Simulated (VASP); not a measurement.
## A VASP study of SrSnSeS (PBEsol): structure first, properties next

Aim: relax SrSnSeS, then compute properties on the relaxed cell. The steps: rough relaxation of the start cell, full relaxation (PBEsol), single point with fields (PBEsol), band structure (PBEsol), density of states (PBEsol), vibrations at Γ (PBEsol), bands along the symmetry lines (HSE06) and bands along the symmetry lines (TB-mBJ). The cell is invented: it takes the structure of a Materials Project entry for SrEuSeS (space group 160 there), with some of its atoms replaced by other elements, volume scaled by an estimate. It may not be a known or stable phase.

Method: PBEsol; plane waves and PAW (Sn_d, Sr_sv, Se, S), in the first sound run; inputs show where later runs differ, in VASP 6.6.1.

### 1. The starting structure

Before any relaxation, the start is as follows. It takes space group R3m (No. 160, trigonal). The conventional cell has a = 4.339 Å, b = 4.339 Å, c = 21.329 Å, α = 90.00°, β = 90.00°, γ = 120.00°. Nearest to Sn lie 3 S at 3.01 Å and 3 Se at 3.09 Å. Nearest to Sr lie 3 S at 3.06 Å and 3 Se at 3.14 Å. Se has 3 Sn at 3.09 Å and 3 Sr at 3.14 Å nearest. S has 3 Sn at 3.01 Å and 3 Sr at 3.06 Å nearest. It derives from SrEuSeS. it takes the structure of a Materials Project entry for SrEuSeS (space group 160 there), with some of its atoms replaced by other elements, volume scaled by an estimate. Farther neighbours and most contacts between anions are not listed.

Coordinates:

```cif
data_structure
_symmetry_space_group_name_H-M 'P 1'
_symmetry_Int_Tables_number 1
_cell_length_a 7.5382
_cell_length_b 7.5382
_cell_length_c 7.5382
_cell_angle_alpha 33.456
_cell_angle_beta 33.456
_cell_angle_gamma 33.456
_cell_volume 115.95
loop_
_atom_site_label
_atom_site_type_symbol
_atom_site_fract_x
_atom_site_fract_y
_atom_site_fract_z
_atom_site_occupancy
Sn1 Sn 0.00335 0.00335 0.00335 1
Sr2 Sr 0.49683 0.49683 0.49683 1
Se3 Se 0.25199 0.25199 0.25199 1
S4 S 0.74784 0.74784 0.74784 1
```

### 2. Rough relaxation of the start cell

The start is only an estimate, so a cheap relaxation brings it near a minimum before any careful run. PBEsol restores the gradient expansion of exchange and is tuned for the cells of solids.

Contents of INCAR:

```
SYSTEM = SrSnSeS
PREC = Normal
ENCUT = 400
EDIFF = 1E-05
NELM = 60
ISMEAR = -1
SIGMA = 0.05
LREAL = .FALSE.
ALGO = Fast
GGA = PS
NBANDS = 24
LORBIT = 11
LWAVE = .FALSE.
LCHARG = .FALSE.
KPAR = 2
IBRION = 2
NSW = 40
ISIF = 3
EDIFFG = -0.04
```

Contents of POSCAR:

```
SrSnSeS
1.0
    2.1697340000      1.2526970000      7.1096750000
   -2.1697340000      1.2526970000      7.1096750000
    0.0000000000     -2.5053930000      7.1096750000
Sn Sr Se S
1 1 1 1
Direct
    0.0033490000      0.0033490000      0.0033490000
    0.4968260000      0.4968260000      0.4968260000
    0.2519910000      0.2519910000      0.2519910000
    0.7478350000      0.7478350000      0.7478350000
```

Contents of KPOINTS:

```
Automatic mesh
0
Gamma
5 5 5
0 0 0
```

Potentials, in the order of the species: Sn_d, Sr_sv, Se and S (PBE family, release 64).

Command:

```bash
mpirun -np 2 vasp_std
```

What it wrote:

```text
[banner, memory and clock lines left out]
running    2 mpi-ranks, on    1 nodes
 distrk:  each k-point on    1 cores,    2 groups
 distr:  one band on    1 cores,    1 groups

 POSCAR found type information on POSCAR SnSrSeS
 POSCAR found :  4 types and       4 ions
|                                                                             |
|               ----> ADVICE to this user running VASP <----                  |
|                                                                             |
|     You enforced a specific xc type in the INCAR file but a different       |
|     [... a line on the potential file left out ...]
|     I HOPE YOU KNOW WHAT YOU ARE DOING!                                     |
|                                                                             |

 LDA part: xc-table for (Slater+PW92), standard interpolation
 POSCAR, INCAR and KPOINTS ok, starting setup
 FFT: planning ... GRIDC
 FFT: planning ... GRID_SOFT
 FFT: planning ... GRID
 WAVECAR not read
 entering main loop
       N       E                     dE             d eps       ncg     rms          rms(c)
DAV:   1     0.266555002002E+03    0.26656E+03   -0.14626E+04   928   0.134E+03
DAV:   2     0.123046126534E+02   -0.25425E+03   -0.24652E+03   976   0.374E+02
DAV:   3    -0.182339932814E+02   -0.30539E+02   -0.30200E+02  1280   0.116E+02
DAV:   4    -0.199569509129E+02   -0.17230E+01   -0.17194E+01  1496   0.243E+01
DAV:   5    -0.200055407967E+02   -0.48590E-01   -0.48585E-01  1296   0.292E+00    0.176E+01
RMM:   6    -0.191508387689E+02    0.85470E+00   -0.14863E+00  1025   0.534E+00    0.983E+00
RMM:   7    -0.191851570924E+02   -0.34318E-01   -0.10978E+00  1013   0.361E+00    0.237E+00
RMM:   8    -0.191562302862E+02    0.28927E-01   -0.21761E-01  1024   0.281E+00    0.577E-01
RMM:   9    -0.191540803502E+02    0.21499E-02   -0.41073E-02  1140   0.112E+00    0.288E-01
RMM:  10    -0.191555020515E+02   -0.14217E-02   -0.16960E-02  1313   0.470E-01    0.216E-01
RMM:  11    -0.191555544113E+02   -0.52360E-04   -0.65316E-03  1171   0.320E-01    0.486E-02
RMM:  12    -0.191559254590E+02   -0.37105E-03   -0.35452E-03  1227   0.194E-01    0.531E-02
RMM:  13    -0.191561320542E+02   -0.20660E-03   -0.19772E-03  1101   0.127E-01    0.538E-02
RMM:  14    -0.191562544644E+02   -0.12241E-03   -0.10125E-03  1057   0.963E-02    0.920E-02
RMM:  15    -0.191562953940E+02   -0.40930E-04   -0.80878E-04  1116   0.931E-02    0.101E-02
RMM:  16    -0.191563365684E+02   -0.41174E-04   -0.42791E-04   973   0.645E-02    0.830E-03
RMM:  17    -0.191563672899E+02   -0.30722E-04   -0.31500E-04   918   0.504E-02    0.756E-03
RMM:  18    -0.191563861634E+02   -0.18873E-04   -0.20162E-04   879   0.445E-02    0.526E-03
RMM:  19    -0.191564042854E+02   -0.18122E-04   -0.18752E-04   819   0.369E-02    0.610E-03
RMM:  20    -0.191564135291E+02   -0.92437E-05   -0.10055E-04   792   0.332E-02    0.440E-03
RMM:  21    -0.191564215811E+02   -0.80521E-05   -0.85035E-05   744   0.298E-02
   1 F= -.19156422E+02 E0= -.19156422E+02  d E =-.191564E+02
 curvature:   0.00 expect dE= 0.000E+00 dE for cont linesearch  0.000E+00
 trial: gam= 0.00000 g(F)=  0.262E-02 g(S)=  0.194E+00 ort = 0.000E+00 (trialstep = 0.100E+01)
 search vector abs. value=  0.197E+00
 bond charge predicted
       N       E                     dE             d eps       ncg     rms          rms(c)
DAV:   1    -0.210659151153E+02   -0.19095E+01   -0.41473E+01  1128   0.600E+01    0.938E+00
RMM:   2    -0.195499350148E+02    0.15160E+01   -0.29740E+00   969   0.149E+01    0.395E+00
RMM:   3    -0.192181427324E+02    0.33179E+00   -0.13765E+00   953   0.925E+00    0.176E+00
RMM:   4    -0.192272926874E+02   -0.91500E-02   -0.21103E-01  1156   0.296E+00    0.911E-01
RMM:   5    -0.192340920116E+02   -0.67993E-02   -0.63945E-02  1304   0.133E+00    0.647E-01
RMM:   6    -0.192362057661E+02   -0.21138E-02   -0.97450E-03  1357   0.575E-01    0.261E-01
RMM:   7    -0.192365630168E+02   -0.35725E-03   -0.72439E-03  1280   0.459E-01    0.190E-01
WARNING in EDDRMM: call to ZHEGV failed, returncode =   8  4     10
RMM:   8    -0.192366631349E+02   -0.10012E-03   -0.11658E-03  1373   0.209E-01    0.138E-01
RMM:   9    -0.192366825202E+02   -0.19385E-04   -0.61696E-04  1317   0.125E-01    0.546E-02
RMM:  10    -0.192367126965E+02   -0.30176E-04   -0.37502E-04  1129   0.891E-02    0.207E-02
RMM:  11    -0.192367338276E+02   -0.21131E-04   -0.21464E-04  1011   0.648E-02    0.172E-02
RMM:  12    -0.192367523628E+02   -0.18535E-04   -0.18207E-04   962   0.551E-02    0.524E-03
RMM:  13    -0.192367628131E+02   -0.10450E-04   -0.10962E-04   925   0.460E-02    0.258E-03
RMM:  14    -0.192367717933E+02   -0.89802E-05   -0.98577E-05   919   0.419E-02
   2 F= -.19236772E+02 E0= -.19236772E+02  d E =-.803502E-01
[...]
3 F= -.19240891E+02 E0= -.19240891E+02  d E =-.844692E-01
[...]
4 F= -.19240863E+02 E0= -.19240863E+02  d E =-.844417E-01
[...]
5 F= -.19242641E+02 E0= -.19242641E+02  d E =-.177785E-02
 ZBRENT: can't locate minimum, use default step
 trial-energy change:   -0.001778  1 .order   -0.001826   -0.002065   -0.001587
 step:   3.8488(harm=  4.1580)  dis= 0.02770  next Energy=   -19.245326 (dE=-0.446E-02)
 bond charge predicted
       N       E                     dE             d eps       ncg     rms          rms(c)
DAV:   1    -0.192393096017E+02    0.33317E-02   -0.18256E+00   912   0.762E+00    0.614E-01
RMM:   2    -0.192436969487E+02   -0.43873E-02   -0.60275E-02  1028   0.201E+00    0.257E-01
RMM:   3    -0.192451252397E+02   -0.14283E-02   -0.17995E-02  1231   0.105E+00    0.149E-01
RMM:   4    -0.192451836924E+02   -0.58453E-04   -0.19001E-03  1250   0.327E-01    0.107E-01
RMM:   5    -0.192451897692E+02   -0.60768E-05   -0.68600E-04  1233   0.165E-01    0.219E-02
RMM:   6    -0.192452018715E+02   -0.12102E-04   -0.24443E-04  1127   0.858E-02    0.126E-02
RMM:   7    -0.192452186820E+02   -0.16810E-04   -0.19238E-04   927   0.559E-02    0.113E-02
RMM:   8    -0.192452282102E+02   -0.95282E-05   -0.99608E-05   820   0.432E-02
   6 F= -.19245228E+02 E0= -.19245228E+02  d E =-.436492E-02
 curvature:  -2.06 expect dE=-0.197E-03 dE for cont linesearch -0.520E-04
 trial: gam=-0.06373 g(F)=  0.774E-04 g(S)=  0.183E-04 ort = 0.233E-03 (trialstep = 0.154E+01)
 search vector abs. value=  0.748E-04
 reached required accuracy - stopping structural energy minimisation
```

Elapsed: 56 s, on 2 MPI ranks of Intel Xeon 6975P-C (Granite Rapids), shared host; peak memory 0.53 GiB.

The logs omit lines about the potential files and the build; timing stands in the text.

From OUTCAR (step 2):

```text
ion  position               nearest neighbor table
   1  0.003  0.003  0.003-   4 3.01   4 3.01   4 3.01   3 3.09   3 3.09   3 3.09   2 4.24   2 4.24
                             2 4.24
   2  0.497  0.497  0.497-   4 3.06   4 3.06   4 3.06   3 3.14   3 3.14   3 3.14   1 4.24   1 4.24
                             1 4.24
   3  0.252  0.252  0.252-   1 3.09   1 3.09   1 3.09   2 3.14   2 3.14   2 3.14
   4  0.748  0.748  0.748-   1 3.01   1 3.01   1 3.01   2 3.06   2 3.06   2 3.06

  LATTYP: Found a trigonal (rhomboedric) cell.
 ALAT       =     7.5382009797
 COS(alpha) =     0.8343056700

 Subroutine GETGRP returns: Found  6 space group operations
 (whereof  6 operations were pure point group operations)

The static configuration has the point symmetry C_3v.

 Found     19 irreducible k-points:

   k-points           NKPTS =     19   k-points in BZ     NKDIM =     19   number of bands    NBANDS=     24

   dimension x,y,z NGX =    40 NGY =   40 NGZ =   40
   dimension x,y,z NGXF=    80 NGYF=   80 NGZF=   80

   ENCUT  =  400.0 eV  29.40 Ry    5.42 a.u.  12.29 12.29 12.29*2*pi/ulx,y,z

   NELECT =      36.0000    total number of electrons

 k-points in reciprocal lattice and weights: Automatic mesh
   0.00000000  0.00000000  0.00000000       0.008
   0.20000000  0.00000000 -0.00000000       0.048
   0.40000000 -0.00000000 -0.00000000       0.048
   0.20000000  0.20000000 -0.00000000       0.048
   0.40000000  0.20000000 -0.00000000       0.096
  -0.40000000  0.20000000  0.00000000       0.096
  -0.20000000  0.20000000  0.00000000       0.048
   0.40000000  0.40000000  0.00000000       0.048
  -0.40000000  0.40000000  0.00000000       0.048
[...]
0.40000000  0.40000000  0.40000000       0.016
  -0.40000000  0.40000000  0.40000000       0.048

 average (electrostatic) potential at core
       1-102.4378       2 -36.2002       3 -53.3491       4 -86.7365

 E-fermi :   4.5813

 k-point     1 :       0.0000    0.0000    0.0000
  band No.  band energies     occupation
    ...
     14       2.0328      2.00000
     15       2.4146      2.00000
     16       2.5785      2.00000
     17       2.6576      2.00000
     18       2.6576      2.00000
     19       5.5811      0.00000
     20       7.0538      0.00000
     21       7.0538      0.00000
     22       7.8674      0.00000
     23       7.9347      0.00000
    ...

 k-point     2 :       0.2000    0.0000   -0.0000
  band No.  band energies     occupation
    ...
     14       1.3310      2.00000
     15       1.7280      2.00000
     16       2.4264      2.00000
     17       2.5900      2.00000
     18       3.6066      2.00000
     19       6.0934      0.00000
     20       6.6216      0.00000
     21       7.0771      0.00000
     22       7.5085      0.00000
     23       8.5010      0.00000
    ...

 k-point     3 :       0.4000   -0.0000   -0.0000
  band No.  band energies     occupation
    ...
     14       0.7581      2.00000
     15       1.2983      2.00000
     16       1.9733      2.00000
     17       2.5158      2.00000
     18       3.5878      2.00000
     19       6.0828      0.00000
     20       7.1442      0.00000
     21       7.3037      0.00000
     22       7.6798      0.00000
     23       8.7753      0.00000
    ...

  Total       -0.0163611     -0.0163611     -0.0313651      0.0000000     -0.0000000      0.0000000
  in kB       -0.2421184     -0.2421185     -0.4641532      0.0000000     -0.0000000      0.0000000
  external PRESSURE =      -0.3161301 kB  Pullay stress =       0.0000000 kB

  energy-cutoff  :      400.00
  volume of cell :      108.27
      direct lattice vectors                 reciprocal lattice vectors
     2.119182287  1.223510929  6.959350353     0.235940062  0.136220042  0.047897185
    -2.119182287  1.223510929  6.959350353    -0.235940062  0.136220042  0.047897185
     0.000000000 -2.447020903  6.959350357     0.000000000 -0.272440084  0.047897203

 POSITION                                       TOTAL-FORCE (eV/Angst)
 -----------------------------------------------------------------------------------
      0.00000      0.00000      0.04703         0.000000      0.000000      0.009733
      0.00000      0.00000     10.35062         0.000000     -0.000000     -0.034626
      0.00000      0.00000      5.27229         0.000000      0.000000      0.011700
      0.00000      0.00000     15.64717         0.000000      0.000000      0.013194
 -----------------------------------------------------------------------------------
    total drift:                               -0.000000     -0.000000     -0.016330

  FREE ENERGIE OF THE ION-ELECTRON SYSTEM (eV)
  ---------------------------------------------------
  free  energy   TOTEN  =       -19.2452282102 eV

  energy  without entropy=      -19.2452279912  energy(sigma->0) =      -19.24522810

 reached required accuracy - stopping structural energy minimisation

 total charge
# of ion       s       p       d       tot
------------------------------------------
    1        1.434   0.595   9.994  12.023
    2        2.013   5.748   0.227   7.987
    3        1.451   2.392   0.014   3.857
    4        1.330   2.367   0.000   3.698
--------------------------------------------------
tot          6.228  11.102  10.234  27.564

[... 3 further parts left out ...]
```

CONTCAR:

```
SrSnSeS
   1.00000000000000
     2.1191822874673152    1.2235109293402424    6.9593503533149343
    -2.1191822874673152    1.2235109293402424    6.9593503533149343
     0.0000000000000000   -2.4470209031289185    6.9593503570525419
  Sn              Sr              Se              S
     1     1     1     1
Direct
     0.0022524633779645    0.0022524633779645    0.0022524633774052
     0.4957654257719196    0.4957654257719196    0.4957654257714931
     0.2525277460403624    0.2525277460403624    0.2525277460406398
     0.7494553648097509    0.7494553648097509    0.7494553648104594
```

The gap is read on the k-mesh alone, so it is an upper bound where the band edges lie off the mesh. This relaxation is a rough one on cheap settings, only to bring the start near its minimum. The PAW data sets were made with PBE, which is usual practice but a small mismatch for other functionals. The run keeps the 6 symmetry operations of its start, so it cannot find a distortion of lower symmetry.

Relaxation path:

| step | energy less that of the first step (eV) | largest force (eV/Å) | pressure (GPa) | volume (Å³) |
| --- | --- | --- | --- | --- |
| 1 | 0.0000 | 0.1600 | -3.20 | 115.95 |
| 2 | -0.0803 | 0.1405 | 0.86 | 106.49 |
| 3 | -0.0845 | 0.1472 | 0.05 | 108.08 |
| 4 | -0.0844 | 0.1492 | 0.00 | 108.24 |
| 5 | -0.0862 | 0.1160 | -0.02 | 108.24 |
| 6 | -0.0888 | 0.0346 | -0.03 | 108.27 |

| conventional cell, symmetrised | before | after | change |
| --- | --- | --- | --- |
| a (Å) | 4.339 | 4.238 | -2.3 % |
| b (Å) | 4.339 | 4.238 | -2.3 % |
| c (Å) | 21.329 | 20.878 | -2.1 % |
| volume (Å³/atom) | 28.99 | 27.07 | -6.6 % |

The atoms that moved most (Å, as changes of fractional coordinates times the final cell):

| atom | dx | dy | dz | length |
| --- | --- | --- | --- | --- |
| S4 | 0.000 | 0.000 | 0.034 | 0.034 |
| Sn1 | 0.000 | 0.000 | -0.023 | 0.023 |
| Sr2 | 0.000 | 0.000 | -0.022 | 0.022 |
| Se3 | 0.000 | 0.000 | 0.011 | 0.011 |

The relaxed structure:

```xyz
4
Lattice="2.1192 1.2235 6.9594 -2.1192 1.2235 6.9594 0.0000 -2.4470 6.9594" Properties=species:S:1:pos:R:3 pbc="T T T"
Sn    0.0000    0.0000    0.0470
Sr    0.0000    0.0000   10.3506
Se    0.0000    0.0000    5.2723
S     0.0000    0.0000   15.6472
```

This step gave:

```
electrons                       : 36
bands                           : 24
irreducible k-points            : 19
symmetry operations             : 6
free energy (TOTEN)             : -19.25 eV
Fermi energy                    : 4.581 eV
pressure                        : -0.03161 GPa
metallic                        : no
valence top at k                : 0.4, 0.4, 0.4
conduction bottom at k          : 0.4, 0.4, 0.4
least direct gap at k           : 0.4, 0.4, 0.4
SCF cycles over all ionic steps : 60
gap on the k-mesh               : 1.225 eV
least direct gap on the k-mesh  : 1.225 eV
```

It ends with a largest force of 0.035 eV/Å and a pressure of -0.03 GPa.

(Continued in part 2 of 6.)

[Lines on the potential files, build, host, timing and source positions are cut from VASP's logs without a mark.]

[Logs are printed without paths, hosts, clocks, repeated set-up lines and the standing remarks that a program may print on its own settings, such as how far it seeks lower states.]

[Hosts, paths, dates, database ids (printed as entryN), source tags and the programs' standing remarks are cut or masked in the printed files.]

[A measured line is paired with the nearest computed mode of its activity, which favours agreement.]
